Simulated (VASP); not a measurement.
Input:

```xyz
8
Lattice="4.5958 0.0000 0.0000 0.0000 4.5958 0.0000 0.0000 0.0000 4.5958" Properties=species:S:1:pos:R:3 pbc="T T T"
Fe     3.9702     2.9235     1.6723
Fe     1.6723     3.9702     2.9235
Fe     0.6256     0.6256     0.6256
Fe     2.9235     1.6723     3.9702
Ge     0.7265     1.5714     3.0245
Ge     3.0245     0.7265     1.5714
Ge     3.8693     3.8693     3.8693
Ge     1.5714     3.0245     0.7265
```
Starting moments (μB, in the order of the record's atoms Fe Fe Fe Fe Ge Ge Ge Ge): 1.1 1.1 1.1 1.1 -0.1 -0.1 -0.1 -0.1.

All values below come from PBEsol GGA, VASP's PBE PAW potentials (set 64) (plane waves; VASP). Numerical set-up: 400 eV cut-off, Gaussian smearing of 0.050 eV, potentials Fe Ge_d.

Predict the cell moment, band gap (along the path) with the smallest direct gap where there is one.

- band gap (along the path): none (metal, semimetal or under 0.01 eV)
- cell moment: 4.04 μB

Total energies compare only between runs with the same potentials, cut-off and functional.

The compound is FeGe in the B20 structure. It was relaxed first, which changed the volume by -7 %.
